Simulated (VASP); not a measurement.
Output of a VASP run:

OSZICAR:
```
...
       N       E                     dE             d eps       ncg     rms          rms(c)
DAV:   1    -0.337151667310E+03   -0.35190E-03   -0.26909E-02   744   0.295E-01    0.725E-02
RMM:   2    -0.337151765486E+03   -0.98176E-04   -0.13003E-03   632   0.755E-02    0.295E-02
RMM:   3    -0.337151784369E+03   -0.18883E-04   -0.24639E-04   650   0.352E-02    0.139E-02
RMM:   4    -0.337151787406E+03   -0.30369E-05   -0.40550E-05   466   0.156E-02
  18 F= -.33715179E+03 E0= -.33713775E+03  d E =-.120494E-01  mag=     1.0000
       N       E                     dE             d eps       ncg     rms          rms(c)
DAV:   1    -0.337156586450E+03   -0.48021E-02   -0.16641E-01   672   0.758E-01    0.177E-01
RMM:   2    -0.337157187843E+03   -0.60139E-03   -0.74344E-03   632   0.188E-01    0.747E-02
RMM:   3    -0.337157285273E+03   -0.97430E-04   -0.14172E-03   646   0.878E-02    0.353E-02
RMM:   4    -0.337157304277E+03   -0.19004E-04   -0.26611E-04   669   0.397E-02    0.223E-02
RMM:   5    -0.337157308838E+03   -0.45615E-05   -0.53640E-05   530   0.180E-02
  19 F= -.33715731E+03 E0= -.33714323E+03  d E =-.552143E-02  mag=     1.0000
       N       E                     dE             d eps       ncg     rms          rms(c)
DAV:   1    -0.337158224664E+03   -0.92039E-03   -0.96197E-02   672   0.575E-01    0.132E-01
RMM:   2    -0.337158574566E+03   -0.34990E-03   -0.42971E-03   632   0.143E-01    0.565E-02
RMM:   3    -0.337158634132E+03   -0.59566E-04   -0.82650E-04   646   0.672E-02    0.274E-02
RMM:   4    -0.337158644907E+03   -0.10775E-04   -0.15510E-04   661   0.305E-02    0.159E-02
RMM:   5    -0.337158648032E+03   -0.31257E-05   -0.32044E-05   431   0.141E-02
  20 F= -.33715865E+03 E0= -.33714455E+03  d E =-.686063E-02  mag=     1.0000
       N       E                     dE             d eps       ncg     rms          rms(c)
DAV:   1    -0.337161038445E+03   -0.23935E-02   -0.19508E-01   660   0.820E-01    0.193E-01
RMM:   2    -0.337161750178E+03   -0.71173E-03   -0.85610E-03   632   0.205E-01    0.817E-02
RMM:   3    -0.337161868660E+03   -0.11848E-03   -0.15748E-03   646   0.950E-02    0.392E-02
RMM:   4    -0.337161888623E+03   -0.19963E-04   -0.29411E-04   667   0.429E-02    0.199E-02
RMM:   5    -0.337161894031E+03   -0.54072E-05   -0.56042E-05   523   0.187E-02
  21 F= -.33716189E+03 E0= -.33714779E+03  d E =-.324600E-02  mag=     1.0000
       N       E                     dE             d eps       ncg     rms          rms(c)
DAV:   1    -0.337161945955E+03   -0.57332E-04   -0.48544E-03   752   0.129E-01    0.294E-02
RMM:   2    -0.337161965185E+03   -0.19229E-04   -0.22065E-04   632   0.333E-02    0.130E-02
RMM:   3    -0.337161968905E+03   -0.37200E-05   -0.42463E-05   474   0.156E-02    0.732E-03
RMM:   4    -0.337161969458E+03   -0.55281E-06   -0.71124E-06   356   0.675E-03
  22 F= -.33716197E+03 E0= -.33714787E+03  d E =-.332143E-02  mag=     1.0000
       N       E                     dE             d eps       ncg     rms          rms(c)
DAV:   1    -0.337163110567E+03   -0.11417E-02   -0.62599E-02   644   0.479E-01    0.113E-01
RMM:   2    -0.337163338940E+03   -0.22837E-03   -0.27725E-03   632   0.119E-01    0.474E-02
RMM:   3    -0.337163373675E+03   -0.34736E-04   -0.52986E-04   647   0.554E-02    0.226E-02
RMM:   4    -0.337163381128E+03   -0.74532E-05   -0.10533E-04   651   0.251E-02    0.122E-02
RMM:   5    -0.337163382660E+03   -0.15320E-05   -0.17580E-05   387   0.109E-02
  23 F= -.33716338E+03 E0= -.33714928E+03  d E =-.141320E-02  mag=     1.0000
```

**OUTCAR**
```
------------------------ aborting loop because EDIFF is reached ----------------------------------------
  FORCE on cell =-STRESS in cart. coord.  units (eV):
  Direction    XX          YY          ZZ          XY          YZ          ZX
  --------------------------------------------------------------------------------------
  Total       -8.7632141     -8.7851339     -8.8034796      4.9163767     -4.8804871      4.9072772
  in kB      -10.7317481    -10.7585919    -10.7810586      6.0207722     -5.9768206      6.0096286
  external PRESSURE =     -10.7571329 kB  Pullay stress =       0.0000000 kB
  volume of cell :     1308.29
      direct lattice vectors                 reciprocal lattice vectors
    10.937074700  0.000000000  0.000000000     0.091432127  0.000000000  0.000000000
     0.000000000 10.937074700  0.000000000     0.000000000  0.091432127  0.000000000
     0.000000000  0.000000000 10.937074700     0.000000000  0.000000000  0.091432127
 POSITION                                       TOTAL-FORCE (eV/Angst)
 -----------------------------------------------------------------------------------
      5.45817      0.02229      0.02033        -0.000181      0.000763      0.002260
      6.79827      1.44371      1.44488         0.018672      0.008848      0.005292
      8.17440      2.76431      0.04612         0.005187      0.000615     -0.011413
      9.49598      4.13953      1.44507        -0.003916     -0.019090     -0.005855
      8.17416      0.04397      2.76458         0.003333     -0.006939     -0.003380
      9.49499      1.44314      4.14003        -0.000861      0.001871     -0.016485
     10.92796      0.01026      0.01057         0.012250     -0.010040     -0.006956
      1.32334      1.38897      1.38931         0.007863      0.008706      0.009216
      2.70505      2.72096      0.00359         0.008035      0.010071     -0.004725
      4.06303      4.11571      1.35467         0.005518      0.005628      0.011262
      5.46344      5.47504      0.00728        -0.004814      0.002738     -0.006008
      6.82368      6.87396      1.35512        -0.009661      0.000818      0.011864
      8.21757      8.23275      0.00340        -0.012741     -0.011469     -0.003067
      9.54843      9.61560      1.38854        -0.009638     -0.011840      0.013686
      2.70580      0.00393      2.72106         0.011846      0.001282      0.008827
      4.06442      1.35498      4.11597        -0.003967      0.010362      0.006272
      5.37189      2.81191      2.81128         0.009579     -0.007535     -0.004261
      8.12875      5.56553      2.81109         0.000409     -0.007817     -0.003544
      9.58388      6.87396      4.11564        -0.007544      0.000745      0.009782
      5.46238      0.00569      5.47592         0.001931     -0.000635      0.001481
      6.82254      1.35505      6.87408        -0.006327      0.007377     -0.000723
      8.12746      2.81076      5.56543         0.001019     -0.007987     -0.013431
      9.58286      4.11477      6.87389        -0.006448      0.010555      0.000405
      8.21720      0.00414      8.23375        -0.004305      0.001197     -0.012261
      9.54907      1.38913      9.61701        -0.013642      0.012092     -0.016883
     10.91797      5.48045      0.02007        -0.007414      0.001197      0.006029
      1.35013      6.86742      1.35684         0.006341     -0.004199      0.009801
      2.73932      8.20038     10.91663         0.002706     -0.005442     -0.007951
      4.07260      9.58862      1.35763         0.001742     -0.000955      0.006757
     10.89488      2.76350      2.76504         0.007840     -0.007147     -0.008676
      1.35502      4.10993      4.11032         0.001419      0.011864      0.014850
      2.70193      5.47405      2.71424        -0.001586      0.004864      0.005206
      4.14985      6.78883      4.02151         0.007628     -0.003959      0.011609
      5.46554      8.23634      2.71465        -0.005335     -0.003777      0.000277
      6.82850      9.58334      4.11104        -0.011295      0.000599      0.011043
     10.91862      0.02079      5.48157        -0.008637      0.004631     -0.011308
      1.35133      1.35787      6.86691        -0.000910      0.008156      0.002302
      2.70322      2.71519      5.47443        -0.000890      0.001212     -0.000615
      4.15079      4.02312      6.78851         0.008335      0.012913     -0.010239
      6.91723      6.78813      6.78873        -0.014394     -0.007643     -0.006824
      8.22415      8.23566      5.47427         0.003220      0.004390      0.002270
      9.58082      9.58842      6.86713        -0.008528     -0.005426     -0.000870
      2.73880     10.91599      8.19979         0.003709      0.000646      0.004262
      4.07214      1.35960      9.58677        -0.003054     -0.004809      0.000502
      5.46556      2.71604      8.23527        -0.005532     -0.004419      0.003083
      6.82832      4.11012      9.58397        -0.007052      0.004837      0.009342
      8.22316      5.47232      8.23592         0.003035      0.006137     -0.001680
      9.57966      6.86570      9.58701         0.002061      0.003492     -0.000043
     10.93385      8.23308      2.71985        -0.000127     -0.009886      0.014243
      1.36804      9.56988      4.10561         0.003017     -0.006442      0.014098
     10.93257      5.47493      5.47601        -0.002787      0.000327     -0.000226
      1.38759      6.82548      6.82581         0.002933      0.005572      0.003802
      2.78574      8.15179      5.45580         0.007719     -0.006142     -0.008368
      4.11201      9.55019      6.82577        -0.003539     -0.003676      0.001659
     10.93381      2.72029      8.23293         0.002751      0.008628     -0.009173
      1.36826      4.10648      9.56896         0.005788      0.017002     -0.002945
...
```
(Selected blocks of OUTCAR.)

### POSCAR
```
SnSi62
1
   10.9370747000     0.0000000000     0.0000000000
    0.0000000000    10.9370747000     0.0000000000
   -0.0000000000    -0.0000000000    10.9370747000
Si Sn
62 1
Direct
  0.5000000000   0.0000000000   0.0000000000
  0.6250000000   0.1250000000   0.1250000000
  0.7500000000   0.2500000000   0.0000000000
  0.8750000000   0.3750000000   0.1250000000
  0.7500000000   0.0000000000   0.2500000000
  0.8750000000   0.1250000000   0.3750000000
  0.0000000000   0.0000000000   0.0000000000
  0.1250000000   0.1250000000   0.1250000000
  0.2500000000   0.2500000000   0.0000000000
  0.3750000000   0.3750000000   0.1250000000
  0.5000000000   0.5000000000   0.0000000000
  0.6250000000   0.6250000000   0.1250000000
  0.7500000000   0.7500000000   0.0000000000
  0.8750000000   0.8750000000   0.1250000000
  0.2500000000   0.0000000000   0.2500000000
  0.3750000000   0.1250000000   0.3750000000
  0.5038330000   0.2489660000   0.2481120000
  0.7510750000   0.4997040000   0.2477480000
  0.8750000000   0.6250000000   0.3750000000
  0.5000000000   0.0000000000   0.5000000000
  0.6250000000   0.1250000000   0.6250000000
  0.7503710000   0.2542170000   0.5007710000
  0.8750000000   0.3750000000   0.6250000000
  0.7500000000   0.0000000000   0.7500000000
  0.8750000000   0.1250000000   0.8750000000
  0.0000000000   0.5000000000   0.0000000000
  0.1250000000   0.6250000000   0.1250000000
  0.2500000000   0.7500000000   0.0000000000
  0.3750000000   0.8750000000   0.1250000000
  0.0000000000   0.2500000000   0.2500000000
  0.1250000000   0.3750000000   0.3750000000
  0.2500000000   0.5000000000   0.2500000000
  0.3750000000   0.6250000000   0.3750000000
  0.5000000000   0.7500000000   0.2500000000
  0.6250000000   0.8750000000   0.3750000000
  0.0000000000   0.0000000000   0.5000000000
  0.1250000000   0.1250000000   0.6250000000
  0.2500000000   0.2500000000   0.5000000000
  0.3750000000   0.3750000000   0.6250000000
  0.6250000000   0.6250000000   0.6250000000
  0.7500000000   0.7500000000   0.5000000000
  0.8750000000   0.8750000000   0.6250000000
  0.2500000000   0.0000000000   0.7500000000
  0.3750000000   0.1250000000   0.8750000000
  0.5000000000   0.2500000000   0.7500000000
  0.6250000000   0.3750000000   0.8750000000
  0.7500000000   0.5000000000   0.7500000000
  0.8750000000   0.6250000000   0.8750000000
  0.0000000000   0.7500000000   0.2500000000
  0.1250000000   0.8750000000   0.3750000000
  0.0000000000   0.5000000000   0.5000000000
  0.1250000000   0.6250000000   0.6250000000
  0.2500000000   0.7500000000   0.5000000000
  0.3750000000   0.8750000000   0.6250000000
  0.0000000000   0.2500000000   0.7500000000
  0.1250000000   0.3750000000   0.8750000000
  0.2500000000   0.5000000000   0.7500000000
  0.3750000000   0.6250000000   0.8750000000
  0.5000000000   0.7500000000   0.7500000000
  0.6250000000   0.8750000000   0.8750000000
  0.0000000000   0.7500000000   0.7500000000
  0.1250000000   0.8750000000   0.8750000000
  0.5030210000   0.4970120000   0.5037240000
```

Write an INCAR and KPOINTS that could have produced this output.

This is not unique; one that fits is the input of the run itself, PBE GGA, plane waves, VASP's PBE PAW potentials (set 64).

**INCAR**
```
MAGMOM=63*0.0159
ENCUT=400   ! plane-wave cut-off (eV)
EDIFFG=-0.03
ISIF=2   ! forces and stress, cell fixed
LREAL=Auto
NELECT=251.0
EDIFF=1E-5   ! SCF stop (eV)
NELMIN=4
NSW=70
NUPDOWN=1
ISMEAR=0
GGA=PE   ! PBE
ALGO=Fast
ISYM=0
SYSTEM=SnSi62
LORBIT=10
LCHARG=F
PREC=Normal
ISPIN=2
SIGMA=0.05   ! width (eV)
IBRION=2   ! conjugate gradients
LASPH=T   ! aspherical one-centre terms
NELM=100
LWAVE=T
LMAXMIX=4   ! l cut-off of mixed one-centre charges
```

**KPOINTS**
```
kpoints
0
G
  1 1 1
```

POTCAR, in this order: Si Sn (PBE.64 set). Program: vasp_gam.

The cell is charged, with a uniform compensating background. The supercell is sampled at Γ alone, which is coarse: total energies, pressure and levels can be off, energies of defects by several tenths of an eV.

The cell is a supercell with a defect, built from Si (diamond): Sn_Si-vac_Si, charge +1.
